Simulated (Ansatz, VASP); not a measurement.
# MoS2: VASP beside Ansatz, part 2 of 2

Wanted: the spread between two codes on one cell, functional and k mesh. The cell is taken from a series of runs on this material, whose earlier steps may have relaxed, scaled, displaced or heated it; both programs get it as it stands.

VASP 6.6.1 and Ansatz 0.2.0.

So far: Starting point; VASP: zone-centre phonons, PBE with D3(BJ).

**3. Ansatz: zone-centre phonons, PBE with D3(BJ)**

Level of this step: Ansatz beside VASP: Kohn-Sham DFT, plane waves, PBE with D3(BJ) (Ansatz).

Ansatz runs on its PAW soft_1 files.

The same cell, functional and mesh now go to Ansatz, which takes its cutoff from its data sets.

input.yaml

```yaml
crystal:
  lattice:
    - [3.1493430866, 0.0, 0.0]
    - [-1.5746715433, 2.7274111182, 0.0]
    - [0.0, 0.0, 12.0907627097]
  atoms:
    - { symbol: Mo, position: [0.3333333333, 0.6666666667, 0.25] }
    - { symbol: Mo, position: [0.6666666667, 0.3333333333, 0.75] }
    - { symbol: S, position: [0.3333333333, 0.6666666667, 0.6204919853] }
    - { symbol: S, position: [0.6666666667, 0.3333333333, 0.1204919853] }
    - { symbol: S, position: [0.3333333333, 0.6666666667, 0.8795080147] }
    - { symbol: S, position: [0.6666666667, 0.3333333333, 0.3795080147] }
kpoints:
  mp_grid: { grid: [12, 12, 3] }
hamiltonian:
  xc: pbe
  dispersion: d3bj
  pseudopotentials: { kind: paw, azcp: { folder: soft_1 } }
scf:
  occupations: { method: fixed }
output:
  eigenvalues: true
phonons:
  method: dfpt
  dielectric: true
  rigid_motions: translations
```

Command:

```
$ ansatz run input.yaml --threads 4 --pin off --max-ram 16384MiB --backend cpu --events-out ev --progress --plain --runs-dir out
```

Numbers of over 12 decimals in the logs are rounded to 6 here.

What it wrote:

```text
Engine: ansatz 0.2.0, aarch64-unknown-linux-gnu
Pseudopotentials: kind: paw
Pseudopotential: Mo, paw, valence charge 14, recommended cutoff 420 eV (normal), soft_1/Mo.paw.azcp
Pseudopotential: S, paw, valence charge 6, recommended cutoff 420 eV (normal), soft_1/S.paw.azcp
Functional definition: PBE
  parameter kappa = 0.804
  parameter beta = 0.066725
  exchange = pbe_x(kappa = kappa, mu = beta*pi^2/3)
  correlation = pbe_c(beta = beta)
Crystal: 6 atoms, lattice volume = 103.854 Å³
Basis set: ecut = 420 eV, 2009 PW (Γ), exchange–correlation on 48×48×180 points (8 copies of the dense FFT grid, shifted against one another)
Bands: 32, of which v1, the nominal top of the filled ones, is band 26 counted from 1 (25 counted from 0)
Symmetry: 24 space group operations
k-points: 121 of 432 (irreducible under 2 space group operations, time reversal used)
Non-local potential: Mo, projectors of the file, l = 0: 3, l = 1: 2, l = 2: 2, l = 3: 1
Non-local potential: S, projectors of the file, l = 0: 2, l = 1: 2, l = 2: 1
PAW form: soft (Blöchl's): semilocal exchange-correlation on the pseudo side does not see the compensation charge
PAW one-centre angular grid: Mo, 590 points (default); XC on 64 Gauss nodes
PAW one-centre angular grid: S, 110 points (default); XC on 64 Gauss nodes
Initial density: superposition of atomic densities (chi_scale 0.1, normalization cell, long waves kept (reshape's long-wave potential 0.07 eV rms))
Initial wavefunctions: pseudopotential atomic-orbital guess
Functional: x = pbe(κ = 0.804, μ = 0.219515), c = pbe(β = 0.066725)
SCF iter   1: F=—  HF=-13529.680332 eV  |F-HF|=—  |Δ(HF+E_count)|=         —  Δρ=6.12e-2  dr2=4.90e0  ethr=3.10e-3  ⟨swp⟩=5.2  Hψ=16795  notcnv=0  defer=334
preconditioner: auto → Resta (q_TF=auto, 2.431 Å⁻¹)  ε∞=8.0  [insulator: Δε(μ)=0.654 eV  Ē_g=8.239 eV  n_scr=26 (ndim 8)  ℏωp=21.9 eV  f_vac=0.000  ε∞_Penn≈8.0]
SCF iter   2: F=—  HF=-13528.536514 eV  |F-HF|=—  |Δ(HF+E_count)|=    1.14e0  Δρ=2.67e-2  dr2=1.75e0  ethr=3.10e-3  ⟨swp⟩=3.0  Hψ=8588  notcnv=0  defer=314
SCF iter   3: F=—  HF=-13528.244287 eV  |F-HF|=—  |Δ(HF+E_count)|=   2.92e-1  Δρ=1.52e-2  dr2=3.44e-1  ethr=3.10e-3  ⟨swp⟩=2.0  Hψ=4941  notcnv=0  defer=358
SCF iter   4: F=—  HF=-13528.165094 eV  |F-HF|=—  |Δ(HF+E_count)|=   7.92e-2  Δρ=3.12e-3  dr2=1.58e-2  ethr=6.62e-4  ⟨swp⟩=2.3  Hψ=6513  notcnv=0  defer=438
SCF iter   5: F=—  HF=-13528.166976 eV  |F-HF|=—  |Δ(HF+E_count)|=   1.88e-3  Δρ=9.12e-4  dr2=1.35e-3  ethr=3.04e-5  ⟨swp⟩=2.3  Hψ=6470  notcnv=0  defer=484
SCF iter   6: F=—  HF=-13528.167432 eV  |F-HF|=—  |Δ(HF+E_count)|=   4.56e-4  Δρ=3.68e-4  dr2=1.65e-4  ethr=2.59e-6  ⟨swp⟩=2.2  Hψ=6723  notcnv=0  defer=484
SCF iter   7: F=—  HF=-13528.167453 eV  |F-HF|=—  |Δ(HF+E_count)|=   2.12e-5  Δρ=5.95e-5  dr2=4.44e-6  ethr=3.18e-7  ⟨swp⟩=2.1  Hψ=5708  notcnv=0  defer=402
SCF iter   8: F=—  HF=-13528.167457 eV  |F-HF|=—  |Δ(HF+E_count)|=   4.02e-6  Δρ=1.44e-5  dr2=2.36e-7  ethr=8.53e-9  ⟨swp⟩=3.4  Hψ=9291  notcnv=0  defer=294
SCF iter   9: F=—  HF=-13528.167457 eV  |F-HF|=—  |Δ(HF+E_count)|=   1.72e-7  Δρ=2.21e-6  dr2=5.21e-9  ethr=4.55e-10  ⟨swp⟩=2.0  Hψ=5894  notcnv=0  defer=299
SCF iter  10: F=—  HF=-13528.167457 eV  |F-HF|=—  |Δ(HF+E_count)|=   7.68e-9  Δρ=5.61e-7  dr2=4.97e-10  ethr=1.00e-11  ⟨swp⟩=3.6  Hψ=8834  notcnv=0  defer=301
SCF iter  11: F=-13528.167457 eV  HF=-13528.167457 eV  |F-HF|=5.46e-12  |Δ(HF+E_count)|=  6.18e-11  Δρ=1.52e-7  dr2=3.14e-11  ethr=1.00e-12  ⟨swp⟩=15.8  Hψ=28495  notcnv=0
SCF 1 converged in 11 iterations: F = -13528.167457 eV  dr2 = 3.14e-11
  greatest PAW one-centre occupation: 0.999 electrons in one spin orbital (limit 2), on the Mo atom at site 1 (counted from 0), in its partial waves of l = 0
NSCF: frozen V_eff on 4 k-points
DFPT response loops at Γ: preconditioner auto → Resta (q_TF=auto, 2.431 Å⁻¹)  ε∞=8.7 (no band partly filled); β = 1.00, the filter's whole step (`scf.mixing.beta` (0.50) is not read by the response loops at its default; to damp them type it under 1.00, their step now; it binds the ground state too); Broyden in place of MSR1
── the response to a field inside a basis, on 12×12×4 k-points: an SCF that follows is theirs, and a resumed run solves both again ──
Bands: 27, of which v1, the nominal top of the filled ones, is band 26 counted from 1 (25 counted from 0)
k-points: 84 of 576 (irreducible under 8 space group operations)
Initial density: handed on by an earlier stage of this run
Initial wavefunctions: pseudopotential atomic-orbital guess (no wavefunctions were taken with the density)
Eigensolver: Dense (84 Hₖ)
SCF iter   1: F=—  HF=-13528.113733 eV  |F-HF|=—  |Δ(HF+E_count)|=         —  Δρ=2.24e-4  dr2=1.16e-5  ethr=1.00e-1
preconditioner: auto → Resta (q_TF=auto, 2.431 Å⁻¹)  ε∞=10.4  [insulator: Δε(μ)=0.893 eV  Ē_g=7.149 eV  n_scr=26 (ndim 8)  ℏωp=21.9 eV  f_vac=0.009  ε∞_Penn≈10.4]
SCF iter   2: F=—  HF=-13528.113742 eV  |F-HF|=—  |Δ(HF+E_count)|=   8.91e-6  Δρ=1.23e-4  dr2=3.88e-6  ethr=2.23e-8
SCF iter   3: F=—  HF=-13528.113746 eV  |F-HF|=—  |Δ(HF+E_count)|=   3.97e-6  Δρ=8.87e-6  dr2=1.35e-7  ethr=7.46e-9
SCF iter   4: F=-13528.113746 eV  HF=-13528.113746 eV  |F-HF|=3.34e-8  |Δ(HF+E_count)|=   1.81e-8  Δρ=6.09e-6  dr2=5.53e-8  ethr=2.59e-10
SCF 1 converged in 4 iterations: F = -13528.113746 eV  dr2 = 5.53e-8
  greatest PAW one-centre occupation: 0.999 electrons in one spin orbital (limit 2), on the Mo atom at site 0 (counted from 0), in its partial waves of l = 0
DFPT response loops at Γ: preconditioner auto → Resta (q_TF=auto, 2.431 Å⁻¹)  ε∞=8.2 (no band partly filled); β = 1.00, the filter's whole step (`scf.mixing.beta` (0.50) is not read by the response loops at its default; to damp them type it under 1.00, their step now; it binds the ground state too); Broyden in place of MSR1
SCF converged after 11 iterations
Free energy (F): -13528.167457 eV
Harris-Foulkes:  -13528.167457 eV  (|F-HF|=5.46e-12)
Internal energy: -13528.167457 eV  (E = F + TS)
E sigma→0 (E₀):  -13528.167457 eV
Fermi energy:    11.463560 eV
--- Per-component energies (eV) ---
  E_band       = -287.062793
  E_kinetic    = 1270.803202
  E_local      = -3752.745894  (includes V_loc(G=0)·N_el)
  E_nonlocal   = 433.919653
  E_hartree    = 1445.484640
  E_xc         = -709.873457
  E_vxc        = -772.834208  (∫ρ·V_xc dr)
  E_paw        = -8857.323683  (= ΣΔE_a)
  E_vpaw       = -357.174747  (= ΣTr[D̂ρ^β])
  E_aug_tail   = 0.000091  (compensation charges beyond the density's cutoff)
  E_ewald      = -3355.806527
  E_disp       = -2.625483  (pairwise vdW)
  E_smearing   = -0.000000  (= −TS)
  E_closure    = -0.000000  (closes the sum)
  Σ components = -13528.167457   (vs F -13528.167457, Δ=0.00e0)
--- Band table (eV; the first three rows and the last of 121) ---
  k-point 0: bands = [... 22 lower, 9.3014, 10.1791, 10.3566, 11.4636, 13.5446, 13.5446, 13.5802, 13.5802, ... 2 higher]
  k-point 1: bands = [... 22 lower, 9.2862, 9.3044, 10.9703, 11.3493, 13.5448, 13.5448, 13.5570, 13.5570, ... 2 higher]
  k-point 2: bands = [... 22 lower, 9.3681, 10.1953, 10.4705, 11.2364, 13.4347, 13.4748, 13.5374, 13.5518, ... 2 higher]
  k-point 120: bands = [... 22 lower, 8.9119, 9.1547, 10.1839, 10.2451, 12.7678, 13.0629, 13.4827, 13.5741, ... 2 higher]
--- Phonons (Γ-DFPT): 4 representative perturbations + reference, on 121 of 432 k-points (Σ response iterations 12) ---
  k mesh reduced under 2 symmetry operations, with k and −k counted as one. Each operation leaves every solved perturbation unchanged. A smaller set is not considered because the run solves the response to a homogeneous field
  ASR residual: 1.460e-4 → 0.000e0 eV/Å²; symmetrization residual: 7.382e-6 eV/Å²
  pairwise dispersion correction: d3bj (s6 = 1.0, s8 = 0.7875, a1 = 0.4289, a2_bohr = 4.4407), with the weights of each atom's references fixed at the reference crystal's, and the forces and stress that the weights' published response gives there kept as a pressure on the atom's counted neighbours (hamiltonian.dispersion)
  ASR residual per site (eV/Å²): 1.46e-4 1.46e-4 1.07e-4 1.07e-4 1.07e-4 1.07e-4
  Γ frequencies (cm⁻¹): 0.00 0.00 0.00 35.78 35.78 62.22 281.32 281.32 284.46 284.46 380.02 380.02 380.30 380.30 401.60 410.47 463.35 469.03
  ε∞ (high-frequency dielectric tensor):
       15.550445     0.000000     0.000000
        0.000000    15.550445     0.000000
        0.000000     0.000000     7.151049
  ε⁰ (static dielectric tensor: ions relaxed, cell fixed):
       15.730605     0.000000     0.000000
        0.000000    15.730605     0.000000
        0.000000     0.000000     7.211980
  ε⁰ − ε∞ (ionic part):
        0.180160     0.000000    -0.000000
        0.000000     0.180160    -0.000000
       -0.000000    -0.000000     0.060931
  softest optical mode at Γ: 35.78 cm⁻¹; the repairs (sum rule, projections) moved no ω² at Γ by more than (1.43 cm⁻¹)²
  Born effective charges Z* (e; rows j = field, columns β = displacement):
    site 0:
        -1.02803   -0.00000    0.00000
         0.00000   -1.02803   -0.00000
         0.00000   -0.00000   -0.72842
    site 1:
        -1.02803    0.00000    0.00000
        -0.00000   -1.02803   -0.00000
         0.00000   -0.00000   -0.72842
    site 2:
         0.51401    0.00000    0.00000
         0.00000    0.51401    0.00000
        -0.00000   -0.00000    0.36421
    site 3:
         0.51401   -0.00000    0.00000
         0.00000    0.51401    0.00000
         0.00000    0.00000    0.36421
    site 4:
         0.51401   -0.00000   -0.00000
        -0.00000    0.51401    0.00000
         0.00000    0.00000    0.36421
    site 5:
[...]
Z* charge neutrality: 8.608e-3 e pre-enforcement
  solved inside a basis spanned on kpoints, on 12×12×4 k-points, its susceptibility summed on 16×16×4: ε∞ is read to err by 7.5e-2, Z* by 1.8e-2 e (field_mesh: kpoints solves on kpoints); Z* is corrected for what the basis lacks
  optical modes at Γ without the LO–TO term, one row a degenerate level:
      ω (cm⁻¹)  modes    IR ((D/Å)²/amu)
[...]
optical modes at Γ + LO–TO along q̂ = [1.0000, 0.0000, 0.0000]:
      ω (cm⁻¹)  modes    IR ((D/Å)²/amu)
[...]
optical modes at Γ + LO–TO along q̂ = [0.0000, 1.0000, 0.0000]:
      ω (cm⁻¹)  modes    IR ((D/Å)²/amu)
[...]
optical modes at Γ + LO–TO along q̂ = [0.0000, 0.0000, 1.0000]:
      ω (cm⁻¹)  modes    IR ((D/Å)²/amu)
[...]
281.32      2             0.0000
        284.46      2             0.0000
        380.02      2             0.0000
        380.30      2             2.5375
        401.60      1             0.0000
        410.47      1             0.0000
        465.32      1             0.6370
        469.03      1             0.0000
```

**4. Differences**

Known differences besides the potentials themselves: fixed occupations in Ansatz, narrow Gaussian smearing in VASP; the cutoff is 420 eV in Ansatz and 500 eV in VASP; Ansatz takes the dispersion share of the force constants at frozen C6 weights, VASP differentiates the full forces; VASP uses finite displacements, Ansatz perturbation theory. Total energies have different zeros and are not compared.

Compared:

```tsv
quantity	Ansatz	VASP	difference
optical mode 1 to 2 (cm⁻¹)	35.8	35.7	0.0
optical mode 3 (cm⁻¹)	62.2	62.6	-0.57 %
optical mode 4 to 5 (cm⁻¹)	281.3	280.8	+0.20 %
optical mode 6 to 7 (cm⁻¹)	284.5	283.9	+0.18 %
optical mode 8 to 9 (cm⁻¹)	380.0	379.4	+0.15 %
optical mode 10 to 11 (cm⁻¹)	380.3	379.7	+0.16 %
optical mode 12 (cm⁻¹)	401.6	400.7	+0.22 %
optical mode 13 (cm⁻¹)	410.5	409.7	+0.19 %
optical mode 14 (cm⁻¹)	463.4	462.9	+0.09 %
optical mode 15 (cm⁻¹)	469.0	468.5	+0.11 %
```

Modes are paired by rising frequency, not by their patterns, so a pair may set unlike modes beside each other; they are those without the splitting of longitudinal modes.

**5. Summary of results**

```
r.m.s. difference of the optical zone-centre modes, each program's sorted by frequency (zone-centre phonons, PBE with D3(BJ)) : 0.54 cm⁻¹
difference in optical mode 3 (zone-centre phonons, PBE with D3(BJ))                                                           : -0.6 %
```

The r.m.s. difference of the optical zone-centre modes, each program's sorted by frequency is 0.54 cm⁻¹ (zone-centre phonons, PBE with D3(BJ)). Among the rows given in per cent, the largest difference of the zone-centre phonons, PBE with D3(BJ) pair is in optical mode 3, -0.6 %. Such differences can come from data sets, numerical settings and the points named under the comparisons, not from the functional's error against experiment.

[Lines on the potential files, build, host, timing and source positions are cut from VASP's logs without a mark.]

[Logs are printed without paths, hosts, clocks, repeated set-up lines and the standing remarks that a program may print on its own settings, such as how far it seeks lower states.]

[Hosts, paths, dates, database ids (printed as entryN), source tags and the programs' standing remarks are cut or masked in the printed files.]
